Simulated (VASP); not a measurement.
# CdS (F-43m) in VASP: Born charges and dielectric tensor with LDA

Aim: the Born charges and dielectric tensor of CdS with LDA.

Program: VASP 6.6.1. These are calculated values, not measurements. Logs are shortened: lines on timing, memory, paths and dates and some standing lists are left out, and cuts for length are marked.

### Step 1. The crystal as given

Symmetry: F-43m, No. 216, cubic system. Conventional cell: a = 5.836 Å, b = 5.836 Å, c = 5.836 Å, α = 90.00°, β = 90.00°, γ = 90.00°. Cd (site symmetry -43m) is surrounded by 4 S at 2.53 Å. S (site symmetry -43m) has 4 Cd at 2.53 Å as nearest neighbours.

The cell is a database's computed one.

### Step 2. Born charges and dielectric tensor, LDA

Contents of INCAR:

```
ALGO = Normal
EDIFF = 1E-8
ENCUT = 600
GGA = CA
IBRION = 8
ISIF = 2
ISMEAR = 0
LASPH = T
LCHARG = F
LEPSILON = T
LREAL = F
LWAVE = F
NELM = 60
NSW = 1
PREC = Accurate
SIGMA = 0.02
```

Contents of KPOINTS:

```
k-points
0
Gamma
  8 8 8
```

Contents of POSCAR:

```
CdS
1.0
    0.0000000000      2.9178400000      2.9178400000
    2.9178400000      0.0000000000      2.9178400000
    2.9178400000      2.9178400000      0.0000000000
Cd S
1 1
Direct
    0.0000000000      0.0000000000      0.0000000000
    0.7500000000      0.7500000000      0.7500000000
```

Potentials or basis: VASP PAW LDA potentials, release 64 (Cd, S).

Command:

```sh
$ cat potpaw_LDA.64/Cd/POTCAR potpaw_LDA.64/S/POTCAR > POTCAR
$ mpirun -np 1 vasp_std > vasp.out
```

OUTCAR:

```text
EDIFF = 1E-8
   ENCUT = 600
   GGA = CA
   IBRION = 8
   ISIF = 2
   ISMEAR = 0
   LASPH = T
   LEPSILON = T
   LREAL = F
   NELM = 60
   NSW = 1
   PREC = Accurate

 ion  position               nearest neighbor table
   1  0.000  0.000  0.000-   2 2.53   2 2.53   2 2.53   2 2.53
   2  0.750  0.750  0.750-   1 2.53   1 2.53   1 2.53   1 2.53

  LATTYP: Found a face centered cubic cell.
 ALAT       =     5.8356800000

  Lattice vectors:

 A1 = (   0.0000000000,   2.9178400000,   2.9178400000)
 A2 = (   2.9178400000,   0.0000000000,   2.9178400000)
 A3 = (   2.9178400000,   2.9178400000,   0.0000000000)

Analysis of symmetry for initial positions (statically):
=====================================================================
 Subroutine PRICEL returns:
 Original cell was already a primitive cell.

 Routine SETGRP: Setting up the symmetry group for a
 face centered cubic supercell.

 Subroutine GETGRP returns: Found 24 space group operations
 (whereof 24 operations were pure point group operations)
 out of a pool of 48 trial point group operations.

The static configuration has the point symmetry T_d .

Analysis of symmetry for dynamics (positions and initial velocities):
=====================================================================
 Subroutine PRICEL returns:
 Original cell was already a primitive cell.

 Routine SETGRP: Setting up the symmetry group for a
 face centered cubic supercell.

 Subroutine GETGRP returns: Found 24 space group operations
 (whereof 24 operations were pure point group operations)
 out of a pool of 48 trial point group operations.

The dynamic configuration has the point symmetry T_d .

 Subroutine INISYM returns: Found 24 space group operations
 (whereof 24 operations are pure point group operations),
 and found     1 'primitive' translations

----------------------------------------------------------------------------------------
[... 618 lines left out ...]
     0.00000  5.82613  0.00541

 MACROSCOPIC STATIC DIELECTRIC TENSOR (including local field effects in DFT)
 ------------------------------------------------------
           7.557688     0.000000     0.000000
          -0.000000     7.557688     0.000000
           0.000000     0.000000     7.557688
 ------------------------------------------------------

 PIEZOELECTRIC TENSOR (including local field effects)  for field in x, y, z        (e  Angst)
          XX          YY          ZZ          XY          YZ          ZX
  --------------------------------------------------------------------------------
  x     0.00000     0.00000    -0.00000     0.00000     2.04245    -0.00000
  y     0.00000     0.00000     0.00000     0.00000     0.00000     2.04245
  z    -0.00000    -0.00000     0.00000     2.04245     0.00000     0.00000

 PIEZOELECTRIC TENSOR (including local field effects)  for field in x, y, z        (C/m^2)
          XX          YY          ZZ          XY          YZ          ZX
  --------------------------------------------------------------------------------
  x     0.00000     0.00000    -0.00000     0.00000     0.65864    -0.00000
  y     0.00000     0.00000     0.00000     0.00000     0.00000     0.65864
  z    -0.00000    -0.00000     0.00000     0.65864     0.00000     0.00000

 BORN EFFECTIVE CHARGES (including local field effects) (in |e|, cummulative output)
 ---------------------------------------------------------------------------------
 ion    1
    1     2.22302    -0.00000     0.00000
    2    -0.00000     2.22302     0.00000
    3    -0.00000     0.00000     2.22302
 ion    2
    1    -2.22302     0.00000     0.00000
    2     0.00000    -2.22302    -0.00000
    3     0.00000    -0.00000    -2.22302

 INTERNAL STRAIN TENSOR FOR ION    2 for displacements in x,y,z  (eV/Angst):
          X           Y           Z          XY          YZ          ZX
  --------------------------------------------------------------------------------
  x     0.00000     0.00000     0.00000     0.00000     5.82613     0.00000
  y     0.00000     0.00000     0.00000     0.00000     0.00000     5.82613
  z     0.00000     0.00000     0.00000     5.82613     0.00000     0.00000

 SECOND DERIVATIVES (NOT SYMMETRIZED)
 ------------------------------------
               1X          1Y          1Z          2X          2Y          2Z
  1X    -4.875265    0.000000    0.000000    4.875265    0.000000    0.000000
  1Y     0.000000   -4.875265    0.000000    0.000000    4.875265    0.000000
  1Z     0.000000    0.000000   -4.875265    0.000000    0.000000    4.875265
  2X     4.884391    0.000000    0.000000   -4.884391    0.000000    0.000000
  2Y     0.000000    4.884391    0.000000    0.000000   -4.884391    0.000000
  2Z     0.000000    0.000000    4.884391    0.000000    0.000000   -4.884391

 Eigenvectors and eigenvalues of the dynamical matrix
 ----------------------------------------------------

   1 f  =    6.915737 THz    43.452855 2PiTHz  230.684145 cm-1    28.601176 meV
             X         Y         Z           dx          dy          dz
      0.000000  0.000000  0.000000    -0.432296    0.186394    0.000000
      4.376760  4.376760  4.376760     0.810157   -0.349318   -0.000000
[... 21 lines left out ...]
   6 f/i=    0.002686 THz     0.016876 2PiTHz    0.089591 cm-1     0.011108 meV
             X         Y         Z           dx          dy          dz
      0.000000  0.000000  0.000000    -0.854741   -0.195277    0.098299
      4.376760  4.376760  4.376760    -0.456086   -0.104199    0.052452

--------------------------------------------------------------------------------------------------------

 MACROSCOPIC STATIC DIELECTRIC TENSOR IONIC CONTRIBUTION
 ------------------------------------------------------
           3.688378    -0.000000     0.000000
          -0.000000     3.688378    -0.000000
          -0.000000    -0.000000     3.688378
 ------------------------------------------------------

 ELASTIC MODULI CONTR FROM IONIC RELAXATION (kBar)
 Direction    XX          YY          ZZ          XY          YZ          ZX
 --------------------------------------------------------------------------------
 XX          -0.0000     -0.0000     -0.0000     -0.0000     -0.0000      0.0000
 YY          -0.0000     -0.0000     -0.0000     -0.0000     -0.0000      0.0000
 ZZ          -0.0000     -0.0000     -0.0000     -0.0000     -0.0000      0.0000
 XY          -0.0000     -0.0000     -0.0000   -228.4392     -0.0000      0.0000
 YZ          -0.0000     -0.0000     -0.0000      0.0000   -228.4392      0.0000
 ZX           0.0000      0.0000      0.0000      0.0000      0.0000   -228.4392
 --------------------------------------------------------------------------------

 PIEZOELECTRIC TENSOR IONIC CONTR  for field in x, y, z        (C/m^2)
          XX          YY          ZZ          XY          YZ          ZX
  --------------------------------------------------------------------------------
  x    -0.00000    -0.00000    -0.00000     0.00000    -0.86372     0.00000
  y     0.00000     0.00000     0.00000     0.00000     0.00000    -0.86372
  z    -0.00000    -0.00000    -0.00000    -0.86372    -0.00000     0.00000
```

OSZICAR:

```text
N       E                     dE             d eps       ncg     rms          rms(c)
DAV:   1     0.123016746692E+03    0.12302E+03   -0.10114E+04   770   0.143E+03
DAV:   2    -0.208132183640E+01   -0.12510E+03   -0.11840E+03   854   0.316E+02
[... 13 lines left out ...]
RMM:   8    -0.106020503994E+00    0.17925E-05    0.26064E-09  4108   0.322E-04    0.149E-04
RMM:   9    -0.106019540147E+00    0.96385E-06   -0.27945E-09  4010   0.145E-04    0.372E-05
RMM:  10    -0.106019908528E+00   -0.36838E-06   -0.67341E-09  3885   0.439E-05    0.114E-05
RMM:  11    -0.106019932363E+00   -0.23835E-07   -0.20265E-09  4131   0.126E-05    0.608E-06
RMM:  12    -0.106019902348E+00    0.30015E-07    0.18036E-08  3228   0.373E-06    0.271E-06
RMM:  13    -0.106019910804E+00   -0.84567E-08   -0.12568E-08  2142   0.126E-06    0.175E-07
 Linear response finished
```

stdout:

```text
POSCAR found type information on POSCAR CdS
 POSCAR found :  2 types and       2 ions
 scaLAPACK will be used
 LDA part: xc-table for (Slater(with rela. corr.)+CA(PZ))
 , standard interpolation
 POSCAR, INCAR and KPOINTS ok, starting setup
 FFT: planning ... GRIDC
 FFT: planning ... GRID_SOFT
 FFT: planning ... GRID
[... 24 lines left out ...]
 Linear response to external field, progress :
  Direction:   3
 dielectric tensor                  component  3 :     1.023     0.886     7.558
 Linear response DOF=           2
 Linear response progress:
 first order change of Fermi-energy   0.36045E+00
 force on displaced ion       1 direction 1 :  -4.875   0.000   0.000
 Born effective charge ion    1 direction 1 :   2.206   0.000   0.000
 Linear response progress:
 first order change of Fermi-energy  -0.36016E+00
 force on displaced ion       2 direction 1 :  -4.884   0.000   0.000
 Born effective charge ion    2 direction 1 :  -2.240   0.000   0.000
 Born effective charges drift removed
 Linear response finished
```

It took 4.8 min on 1 thread of Intel Xeon Platinum 8488C (Sapphire Rapids), shared host; peak memory 0.35 GiB.

What came out:

```yaml
Band_gap_on_the_k_mesh: 0.89 eV, direct
Electronic_dielectric_tensor_diagonal: 7.56
Born_charges_mean_of_the_diagonal: Cd +2.22; S -2.22 e
Highest_phonon_frequency_at_Γ_LO-TO_splitting_left_out: 231 cm⁻¹
```

Phonon frequencies in cm⁻¹ (negative: imaginary):
```tsv
q point	frequencies
(0.000, 0.000, 0.000)	0 0 0 231 231 231
```

Electronic dielectric tensor:
```
7.56 0.00 0.00
0.00 7.56 0.00
0.00 0.00 7.56
```

Born effective charge tensors (e):
atom 1, Cd
```
2.22 0.00 0.00
0.00 2.22 0.00
0.00 0.00 2.22
```
atom 2, S
```
-2.22  0.00  0.00
 0.00 -2.22  0.00
 0.00  0.00 -2.22
```

LDA gaps usually lie below the measured ones, often by a third to a half.
